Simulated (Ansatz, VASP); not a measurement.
# Cross-check of Sn between VASP and Ansatz

Wanted: the spread between two codes on one cell, functional and k mesh. The cell is taken from a series of runs on this material, whose earlier steps may have relaxed, scaled, displaced or heated it; both programs get it as it stands.

Program: Ansatz 0.2.0. Level of theory: plane waves, with VASP 6.6.1 beside it; zone-centre phonons at LDA. Results are calculated unless marked as measured.

### 1. The starting structure

Symmetry: Imma, No. 74, orthorhombic system. Conventional cell: a = 4.486 Å, b = 4.586 Å, c = 6.533 Å, α = 90.00°, β = 90.00°, γ = 90.00°. Nearest to Sn lie 4 Sn at 2.79 to 2.80 Å.

Structure file:

```cif
data_structure
_symmetry_space_group_name_H-M 'P 1'
_symmetry_Int_Tables_number 1
_cell_length_a 4.5782
_cell_length_b 4.5782
_cell_length_c 4.4859
_cell_angle_alpha 60.665
_cell_angle_beta 60.665
_cell_angle_gamma 60.112
_cell_volume 67.20
loop_
_atom_site_label
_atom_site_type_symbol
_atom_site_fract_x
_atom_site_fract_y
_atom_site_fract_z
_atom_site_occupancy
Sn1 Sn 0.49801 0.49801 0.50199 1
Sn2 Sn 0.75199 0.75199 0.74801 1
```

### 2. VASP: zone-centre phonons, LDA

Second derivatives magnify differences that forces hide, and they need a tight electronic threshold.

Lines of VASP's logs that name or quote its potential files are left out, and so is its time.

The input, INCAR:

```
SYSTEM = Sn
PREC = Accurate
ENCUT = 500
EDIFF = 1E-08
NELM = 120
ISMEAR = 1
SIGMA = 0.2
LREAL = .FALSE.
ALGO = Normal
GGA = CA
NBANDS = 20
LORBIT = 11
LWAVE = .FALSE.
LCHARG = .FALSE.
ISIF = 2
IBRION = 8
LASPH = .TRUE.
GGA_COMPAT = .FALSE.
KPAR = 2
```

The input, POSCAR:

```
Sn
1.0
   -0.0353675796      3.2073627664      3.2666611027
    3.2073627664     -0.0353675796      3.2666611027
    3.1719951869      3.1719951869      0.0000000000
Sn
2
Direct
    0.4980125782      0.4980125782      0.5019874218
    0.7519874218      0.7519874218      0.7480125782
```

The input, KPOINTS:

```
Automatic mesh
0
Gamma
12 12 12
0 0 0
```

PAW data sets: Sn_d (LDA family, release 64).

On the command line:

```bash
> mpirun -np 2 vasp_std
```

Numbers of over 12 decimals in the logs are rounded to 6 here.

What it wrote:

```text
[banner, memory and clock lines left out]
running    2 mpi-ranks, on    1 nodes
 distrk:  each k-point on    1 cores,    2 groups
 distr:  one band on    1 cores,    1 groups

 POSCAR found type information on POSCAR Sn
 POSCAR found :  1 types and       2 ions
 LDA part: xc-table for (Slater(with rela. corr.)+CA(PZ))
 , standard interpolation
 POSCAR, INCAR and KPOINTS ok, starting setup
 FFT: planning ... GRIDC
 FFT: planning ... GRID_SOFT
 FFT: planning ... GRID
 WAVECAR not read
 entering main loop
       N       E                     dE             d eps       ncg     rms          rms(c)
DAV:   1     0.222910919226E+03    0.22291E+03   -0.14774E+04 11260   0.201E+03
DAV:   2     0.149548543542E+02   -0.20796E+03   -0.20427E+03 11232   0.444E+02
DAV:   3    -0.828844138175E+01   -0.23243E+02   -0.23099E+02 12828   0.144E+02
DAV:   4    -0.904267472278E+01   -0.75423E+00   -0.75375E+00 12776   0.293E+01
DAV:   5    -0.906874731448E+01   -0.26073E-01   -0.26072E-01 15188   0.535E+00    0.339E+00
DAV:   6    -0.897994859603E+01    0.88799E-01   -0.44084E-02 14124   0.228E+00    0.190E+00
DAV:   7    -0.893634195583E+01    0.43607E-01   -0.64158E-02 11688   0.229E+00    0.149E-01
DAV:   8    -0.893692651624E+01   -0.58456E-03   -0.56494E-03 12924   0.847E-01    0.538E-02
DAV:   9    -0.893700845566E+01   -0.81939E-04   -0.18937E-04 14660   0.103E-01    0.159E-02
DAV:  10    -0.893700973853E+01   -0.12829E-05   -0.15413E-05 14584   0.446E-02    0.397E-03
DAV:  11    -0.893701008725E+01   -0.34872E-06   -0.13184E-06 12392   0.775E-03    0.182E-03
DAV:  12    -0.893701007858E+01    0.86720E-08   -0.10081E-07 13860   0.254E-03    0.500E-04
DAV:  13    -0.893701008029E+01   -0.17130E-08   -0.97623E-09  9716   0.795E-04
   1 F= -.89370101E+01 E0= -.89369546E+01  d E =-.166537E-03
 Linear response reoptimize wavefunctions to high precision
DAV:   1    -0.893701008032E+01   -0.29104E-10   -0.22500E-09  8704   0.438E-04
DAV:   2    -0.893701008035E+01   -0.30013E-10   -0.43911E-10  6712   0.232E-04
 Linear response DOF=           2
 Linear response progress:
  Degree of freedom:   1/  2
       N       E                     dE             d eps       ncg     rms          rms(c)
RMM:   1    -0.216334524012E+00   -0.21633E+00    0.61886E-01 43546   0.104E+01
RMM:   2    -0.223220605394E+00   -0.68861E-02   -0.20349E-02 60797   0.120E+00    0.707E-02
RMM:   3    -0.223405581239E+00   -0.18498E-03   -0.16829E-03 63806   0.331E-01    0.328E-02
RMM:   4    -0.223324945912E+00    0.80635E-04   -0.11894E-04 63790   0.100E-01    0.110E-02
RMM:   5    -0.223323313124E+00    0.16328E-05   -0.17381E-05 65178   0.330E-02    0.386E-03
RMM:   6    -0.223325651110E+00   -0.23380E-05   -0.30813E-06 64309   0.970E-03    0.175E-03
RMM:   7    -0.223325643911E+00    0.71992E-08   -0.48759E-07 64695   0.351E-03    0.362E-04
RMM:   8    -0.223323408864E+00    0.22350E-05    0.31928E-07 66289   0.128E-03    0.248E-04
RMM:   9    -0.223322167291E+00    0.12416E-05    0.82167E-08 66737   0.508E-04    0.392E-05
RMM:  10    -0.223322425155E+00   -0.25786E-06    0.78100E-08 68697   0.225E-04    0.329E-05
RMM:  11    -0.223322328053E+00    0.97102E-07    0.41873E-08 66945   0.116E-04    0.768E-06
RMM:  12    -0.223322320958E+00    0.70950E-08    0.69178E-08 71117   0.679E-05    0.560E-06
 first order change of Fermi-energy   0.30423E-04
 force on displaced ion       1 direction 1 :  -7.719   0.033   0.000
 Linear response progress:
  Degree of freedom:   2/  2
       N       E                     dE             d eps       ncg     rms          rms(c)
RMM:   1    -0.216484838936E+00   -0.21648E+00    0.59479E-01 14043   0.102E+01
RMM:   2    -0.223349462058E+00   -0.68646E-02   -0.20433E-02 19623   0.120E+00    0.715E-02
RMM:   3    -0.223535406546E+00   -0.18594E-03   -0.16912E-03 20598   0.332E-01    0.332E-02
RMM:   4    -0.223457470895E+00    0.77936E-04   -0.12005E-04 20654   0.100E-01    0.110E-02
RMM:   5    -0.223457106289E+00    0.36461E-06   -0.15780E-05 20999   0.329E-02    0.380E-03
RMM:   6    -0.223459292287E+00   -0.21860E-05   -0.13391E-06 20652   0.979E-03    0.172E-03
RMM:   7    -0.223459050324E+00    0.24196E-06   -0.20668E-07 20712   0.356E-03    0.343E-04
RMM:   8    -0.223456809727E+00    0.22406E-05   -0.53029E-08 21202   0.129E-03    0.233E-04
RMM:   9    -0.223455444426E+00    0.13653E-05    0.77203E-09 21251   0.519E-04    0.397E-05
RMM:  10    -0.223455765105E+00   -0.32068E-06    0.84222E-09 21992   0.230E-04    0.350E-05
RMM:  11    -0.223455639434E+00    0.12567E-06   -0.57032E-09 21515   0.121E-04    0.884E-06
RMM:  12    -0.223455624444E+00    0.14990E-07    0.60806E-09 22574   0.711E-05    0.595E-06
RMM:  13    -0.223455605538E+00    0.18906E-07    0.16636E-08 22193   0.488E-05    0.219E-06
RMM:  14    -0.223455594315E+00    0.11223E-07    0.88221E-09 23590   0.384E-05    0.113E-06
RMM:  15    -0.223455575968E+00    0.18347E-07    0.60596E-09 22883   0.338E-05    0.804E-07
RMM:  16    -0.223455583238E+00   -0.72693E-08    0.12397E-09 18489   0.309E-05    0.516E-07
 first order change of Fermi-energy  -0.21499E+00
 force on displaced ion       1 direction 3 :   0.000   0.000  -7.840
 Linear response finished
```

From OUTCAR (step 2):

```text
ion  position               nearest neighbor table
   1  0.498  0.498  0.502-   2 2.79   2 2.79   2 2.80   2 2.80
   2  0.752  0.752  0.748-   1 2.79   1 2.79   1 2.80   1 2.80

  LATTYP: Found a body centered orthorhombic cell.
 ALAT       =     4.4858786131
 B/A-ratio  =     1.0222998948
 C/A-ratio  =     1.4564197494

 Subroutine GETGRP returns: Found  8 space group operations
 (whereof  4 operations were pure point group operations)

The static configuration has the point symmetry C_2v.
 The point group associated with its full space group is D_2h.

 Found    280 irreducible k-points:

   k-points           NKPTS =    280   k-points in BZ     NKDIM =    280   number of bands    NBANDS=     20

   dimension x,y,z NGX =    36 NGY =   36 NGZ =   36
   dimension x,y,z NGXF=    72 NGYF=   72 NGZF=   72

   ENCUT  =  500.0 eV  36.75 Ry    6.06 a.u.   8.35  8.35  8.18*2*pi/ulx,y,z

   NELECT =      28.0000    total number of electrons

 k-points in reciprocal lattice and weights: Automatic mesh
   0.00000000  0.00000000  0.00000000       0.001
   0.08333333  0.00000000  0.00000000       0.002
   0.16666667  0.00000000  0.00000000       0.002
   0.25000000  0.00000000  0.00000000       0.002
   0.33333333  0.00000000  0.00000000       0.002
   0.41666667  0.00000000  0.00000000       0.002
   0.50000000  0.00000000  0.00000000       0.001
   0.08333333  0.08333333  0.00000000       0.001
   0.16666667  0.08333333  0.00000000       0.002
[...]
0.25000000  0.25000000  0.50000000       0.001
  -0.25000000  0.25000000  0.50000000       0.001

 average (electrostatic) potential at core
       1-101.2382       2-101.2382

  Total        0.2666813      0.2666813      0.0098127      0.2573581     -0.0000000     -0.0000000
  in kB        6.3580767      6.3580767      0.2339483      6.1357977     -0.0000000     -0.0000000
  external PRESSURE =       4.3167006 kB  Pullay stress =       0.0000000 kB

  energy-cutoff  :      500.00
  volume of cell :       67.20
      direct lattice vectors                 reciprocal lattice vectors
    -0.035367580  3.207362766  3.266661103    -0.154191051  0.154191051  0.153061485
     3.207362766 -0.035367580  3.266661103     0.154191051 -0.154191051  0.153061485
     3.171995187  3.171995187  0.000000000     0.157629495  0.157629495 -0.153061485

 POSITION                                       TOTAL-FORCE (eV/Angst)
 -----------------------------------------------------------------------------------
      3.17200      3.17200      3.25368         0.000000      0.000000     -0.000086
      4.75799      4.75799      4.91298        -0.000000     -0.000000      0.000086
 -----------------------------------------------------------------------------------
    total drift:                                0.000000      0.000000      0.000000

 Eigenvectors and eigenvalues of the dynamical matrix
 ----------------------------------------------------

   1 f  =    5.681560 THz    35.698293 2PiTHz  189.516434 cm-1    23.497033 meV
             X         Y         Z           dx          dy          dz
      3.171995  3.171995  3.253677     0.000000    0.000000   -0.707107
      4.757993  4.757993  4.912976    -0.000000   -0.000000    0.707107

   2 f  =    5.649751 THz    35.498432 2PiTHz  188.455404 cm-1    23.365482 meV
             X         Y         Z           dx          dy          dz
      3.171995  3.171995  3.253677    -0.500000    0.500000   -0.000000
      4.757993  4.757993  4.912976     0.500000   -0.500000    0.000000

   3 f  =    5.625690 THz    35.347250 2PiTHz  187.652804 cm-1    23.265972 meV
             X         Y         Z           dx          dy          dz
      3.171995  3.171995  3.253677    -0.500000   -0.500000   -0.000000
      4.757993  4.757993  4.912976     0.500000    0.500000    0.000000

   4 f  =    0.000000 THz     0.000000 2PiTHz    0.000001 cm-1     0.000000 meV
             X         Y         Z           dx          dy          dz
      3.171995  3.171995  3.253677     0.111481   -0.509910   -0.477037
      4.757993  4.757993  4.912976     0.111481   -0.509910   -0.477037

   5 f/i=    0.000000 THz     0.000000 2PiTHz    0.000001 cm-1     0.000000 meV
             X         Y         Z           dx          dy          dz
      3.171995  3.171995  3.253677     0.277024   -0.411136    0.504207
      4.757993  4.757993  4.912976     0.277024   -0.411136    0.504207

   6 f/i=    0.000000 THz     0.000000 2PiTHz    0.000002 cm-1     0.000000 meV
             X         Y         Z           dx          dy          dz
      3.171995  3.171995  3.253677     0.640960    0.266382   -0.134949
      4.757993  4.757993  4.912976     0.640960    0.266382   -0.134949

 ELASTIC MODULI CONTR FROM IONIC RELAXATION (kBar)
 Direction    XX          YY          ZZ          XY          YZ          ZX
 --------------------------------------------------------------------------------
 XX          -0.1113     -0.1113     -0.3150     -5.1153      0.0000      0.0000
 YY          -0.1113     -0.1113     -0.3150     -5.1153      0.0000      0.0000
 ZZ          -0.3150     -0.3150     -0.8916    -14.4778      0.0000      0.0000
 XY          -5.1153     -5.1153    -14.4778   -235.1026      0.0000      0.0000
 YZ           0.0000      0.0000      0.0000      0.0000   -241.7605    -16.6888
 ZX           0.0000      0.0000      0.0000      0.0000    -16.6888   -225.4471
 --------------------------------------------------------------------------------
```

### 3. Ansatz: zone-centre phonons, LDA

Ansatz runs on its PAW soft_1 files.

The same cell, functional (in two slightly different forms), mesh and smearing now go to Ansatz, which takes its cutoff from its data sets.

The input, input.yaml:

```yaml
crystal:
  lattice:
    - [-0.0353675796, 3.2073627664, 3.2666611027]
    - [3.2073627664, -0.0353675796, 3.2666611027]
    - [3.1719951869, 3.1719951869, 0.0]
  atoms:
    - { symbol: Sn, position: [0.4980125782, 0.4980125782, 0.5019874218] }
    - { symbol: Sn, position: [0.7519874218, 0.7519874218, 0.7480125782] }
kpoints:
  mp_grid: { grid: [12, 12, 12] }
hamiltonian:
  xc: lda
  pseudopotentials: { kind: paw, azcp: { folder: soft_1 }, xc_functional: pbe }
scf:
  occupations: { method: methfessel_paxton, width: 0.2 }
output:
  eigenvalues: true
phonons:
  method: dfpt
```

On the command line:

```bash
> ansatz run input.yaml --threads 4 --pin off --max-ram 10240MiB --backend cpu --events-out ev --progress --plain --runs-dir out
```

What it wrote:

```text
zone centre: on kpoints.mp_grid the ground state, and the responses unless they are solved on pairs of k-points, stand on 476 of the mesh's 1728 k-points, reduced under 2 symmetry operations, with k and −k counted as one. Each operation leaves every solved displacement unchanged or reverses it
Engine: ansatz 0.2.0, aarch64-unknown-linux-gnu
Pseudopotentials: kind: paw
Pseudopotential: Sn, paw, valence charge 14, recommended cutoff 420 eV (normal), soft_1/Sn.paw.azcp
Functional definition: SPW92
  exchange = slater_x
  correlation = pw_c
Crystal: 2 atoms, lattice volume = 67.201 Å³
Basis set: ecut = 420 eV, 1319 PW (Γ), exchange–correlation on 64×64×64 points (8 copies of the dense FFT grid, shifted against one another)
Bands: 18, of which v1, the nominal top of the filled ones, is band 14 counted from 1 (13 counted from 0)
Symmetry: 8 space group operations
k-points: 476 of 1728 (irreducible under 2 space group operations, time reversal used)
Non-local potential: Sn, projectors of the file, l = 0: 2, l = 1: 2, l = 2: 2, l = 3: 1
PAW form: soft (Blöchl's): semilocal exchange-correlation on the pseudo side does not see the compensation charge
PAW frozen core: Sn, regenerated for the run's functional, and the local potential with it (the file was generated under x = pbe(κ = 0.804, μ = 0.219515), c = pbe(β = 0.066725))
PAW one-centre angular grid: Sn, 590 points (default); XC on 64 Gauss nodes
Initial density: superposition of atomic densities (chi_scale 0.1, normalization cell)
Initial wavefunctions: pseudopotential atomic-orbital guess
Functional: x = slater, c = lda
SCF iter   1: F=—  HF=-11759.276432 eV  |F-HF|=—  |Δ(HF+E_count)|=         —  Δρ=2.29e-2  dr2=3.94e-1  ethr=3.10e-3  ⟨swp⟩=5.6  Hψ=44458  notcnv=0
preconditioner: auto → Kerker (q_TF=auto, 2.358 Å⁻¹)  [metal: Δε(μ)=0.040 eV  Ē_g=19.998 eV  σ=0.200 eV  W_gap=0.17  n_scr=14 (ndim 8)  ℏωp=24.0 eV  f_vac=0.003  D(μ)=0.13/eV (n_scr^D=0)]
SCF iter   2: F=—  HF=-11759.198057 eV  |F-HF|=—  |Δ(HF+E_count)|=   7.84e-2  S|Δr|=    0.00e0  Δρ=1.45e-2  dr2=1.85e-1  ethr=1.41e-3  ⟨swp⟩=1.0  Hψ=12379  notcnv=0
SCF iter   3: F=—  HF=-11759.146547 eV  |F-HF|=—  |Δ(HF+E_count)|=   5.15e-2  S|Δr|=    0.00e0  Δρ=3.15e-3  dr2=1.77e-2  ethr=6.62e-4  ⟨swp⟩=1.5  Hψ=9442  notcnv=0
SCF iter   4: F=—  HF=-11759.143948 eV  |F-HF|=—  |Δ(HF+E_count)|=   2.60e-3  S|Δr|=    0.00e0  Δρ=1.57e-3  dr2=3.07e-3  ethr=6.32e-5  ⟨swp⟩=2.0  Hψ=10334  notcnv=0
SCF iter   5: F=—  HF=-11759.144080 eV  |F-HF|=—  |Δ(HF+E_count)|=   1.32e-4  S|Δr|=    0.00e0  Δρ=2.43e-4  dr2=4.36e-5  ethr=1.10e-5  ⟨swp⟩=2.0  Hψ=10475  notcnv=0
SCF iter   6: F=—  HF=-11759.144102 eV  |F-HF|=—  |Δ(HF+E_count)|=   2.20e-5  S|Δr|=    0.00e0  Δρ=4.98e-5  dr2=1.45e-6  ethr=1.56e-7  ⟨swp⟩=2.0  Hψ=10479  notcnv=0
SCF iter   7: F=—  HF=-11759.144103 eV  |F-HF|=—  |Δ(HF+E_count)|=   7.78e-7  S|Δr|=    0.00e0  Δρ=9.23e-6  dr2=5.88e-8  ethr=5.16e-9  ⟨swp⟩=3.0  Hψ=15298  notcnv=0
SCF iter   8: F=—  HF=-11759.144103 eV  |F-HF|=—  |Δ(HF+E_count)|=   5.79e-8  S|Δr|=    0.00e0  Δρ=2.55e-6  dr2=7.60e-9  ethr=2.10e-10  ⟨swp⟩=3.0  Hψ=15749  notcnv=0
SCF iter   9: F=—  HF=-11759.144103 eV  |F-HF|=—  |Δ(HF+E_count)|=  6.53e-10  S|Δr|=    0.00e0  Δρ=9.22e-7  dr2=1.32e-9  ethr=2.71e-11  ⟨swp⟩=3.0  Hψ=15728  notcnv=0
SCF iter  10: F=—  HF=-11759.144103 eV  |F-HF|=—  |Δ(HF+E_count)|=  7.09e-11  S|Δr|=    0.00e0  Δρ=4.00e-7  dr2=1.45e-10  ethr=4.73e-12  ⟨swp⟩=2.0  Hψ=9362  notcnv=0
SCF iter  11: F=-11759.144103 eV  HF=-11759.144103 eV  |F-HF|=1.82e-12  |Δ(HF+E_count)|=  2.91e-11  S|Δr|=    0.00e0  Δρ=7.90e-8  dr2=5.43e-12  ethr=1.00e-12  ⟨swp⟩=5.8  Hψ=41561  notcnv=0
SCF 1 converged in 11 iterations: F = -11759.144103 eV  dr2 = 5.43e-12
  greatest PAW one-centre occupation: 0.992 electrons in one spin orbital (limit 2), on the Sn atom at site 1 (counted from 0), in its partial waves of l = 2
DFPT response loops at Γ: preconditioner auto → Kerker (q_TF=auto, 2.358 Å⁻¹) (partly filled bands, converged f_vac=0.080); β = 1.00, the filter's whole step (`scf.mixing.beta` (0.50) is not read by the response loops under this deck's `scf.mixing.preconditioner`; to damp them name `kerker` or `kerker_dos`, under which they read `scf.mixing.beta`, and type it under 1.00, their step now; both keys bind the ground state too); Broyden in place of MSR1
SCF converged after 11 iterations
Stability not checked: this state was not tested for a lower state beside it, because cold or Methfessel-Paxton smearing, or corrected tetrahedra, fill the levels in a way that the test cannot read (fill_not_monotonic; see scf.lower_state_search)
Free energy (F): -11759.144103 eV
Harris-Foulkes:  -11759.144103 eV  (|F-HF|=1.82e-12)
Internal energy: -11759.143912 eV  (E = F + TS)
E sigma→0 (E₀):  -11759.144056 eV
Entropy (-TS):   -0.000191 eV (-0.095 meV/atom)
Fermi energy:    7.750034 eV
--- Per-component energies (eV) ---
  E_band       = -249.564618
  E_kinetic    = 339.539610
  E_local      = -2608.602274  (includes V_loc(G=0)·N_el)
  E_nonlocal   = 299.062359
  E_hartree    = 1267.567628
  E_xc         = -250.195890
  E_vxc        = -162.551889  (∫ρ·V_xc dr)
  E_paw        = -8451.398918  (= ΣΔE_a)
  E_vpaw       = -652.148190  (= ΣTr[D̂ρ^β])
  E_aug_tail   = 0.000545  (compensation charges beyond the density's cutoff)
  E_ewald      = -2355.966754
  E_core_change = 0.849782  (= ΣΔE_core)
  E_smearing   = -0.000191  (= −TS)
  E_closure    = -0.000000  (closes the sum)
  Σ components = -11759.144103   (vs F -11759.144103, Δ=0.00e0)
--- Band table (eV; the first three rows and the last of 476) ---
  k-point 0: bands = [... 10 lower, -3.0147, 7.0086, 7.7632, 7.7903, 7.9976, 9.8294, 9.9597, 9.9801]
  k-point 1: bands = [... 10 lower, -2.9450, 6.1891, 7.6480, 7.6900, 8.2322, 10.0193, 10.1164, 10.3007]
  k-point 2: bands = [... 10 lower, -2.7389, 4.9377, 7.3474, 7.3675, 8.1948, 10.4257, 10.4908, 11.1615]
  k-point 475: bands = [... 10 lower, 0.0513, 0.1078, 5.2067, 5.4343, 8.4272, 8.7444, 15.4409, 15.5574]
--- Phonons (Γ-DFPT): 2 representative perturbations + reference, on 476 of 1728 k-points (Σ response iterations 6) ---
  k mesh reduced under 2 symmetry operations, with k and −k counted as one. Each operation leaves every solved displacement unchanged or reverses it
  ASR residual: 3.330e-6 → 0.000e0 eV/Å²; symmetrization residual: 1.360e-9 eV/Å²
  ASR residual per site (eV/Å²): 3.33e-6 3.33e-6
  Γ frequencies (cm⁻¹): 0.00 0.00 0.00 186.31 186.69 188.54
  non-analytic LO–TO correction: not included (Born effective charges unavailable; polar crystals: no LO–TO splitting at Γ)
```

### 4. Differences

Known differences besides the potentials themselves: the two LDA forms differ slightly; the cutoff is 420 eV in Ansatz and 500 eV in VASP; VASP's log shows a relativistic correction to its local exchange, Ansatz's none. Total energies have different zeros and are not compared.

Both answers:

```
             quantity  Ansatz   VASP  difference
optical mode 1 (cm⁻¹)   186.3  187.7     -0.72 %
optical mode 2 (cm⁻¹)   186.7  188.5     -0.94 %
optical mode 3 (cm⁻¹)   188.5  189.5     -0.52 %
```

Modes are paired by rising frequency, not by their patterns, so a pair may set unlike modes beside each other; they are those without the splitting of longitudinal modes.

### 5. Outcome

| Item | Value |
| --- | --- |
| r.m.s. difference of the optical zone-centre modes, each program's sorted by frequency (zone-centre phonons, LDA) | 1.4 cm⁻¹ |
| difference in optical mode 2 (zone-centre phonons, LDA) | -0.9 % |

In words: The r.m.s. difference of the optical zone-centre modes, each program's sorted by frequency is 1.4 cm⁻¹ (zone-centre phonons, LDA). Among the rows given in per cent, the largest difference of the zone-centre phonons, LDA pair is in optical mode 2, -0.9 %. Such differences can come from data sets, numerical settings and the points named under the comparisons, not from the functional's error against experiment.

[Lines on the potential files, build, host, timing and source positions are cut from VASP's logs without a mark.]

[Logs are printed without paths, hosts, clocks, repeated set-up lines and the standing remarks that a program may print on its own settings, such as how far it seeks lower states.]

[Hosts, paths, dates, database ids (printed as entryN), source tags and the programs' standing remarks are cut or masked in the printed files.]
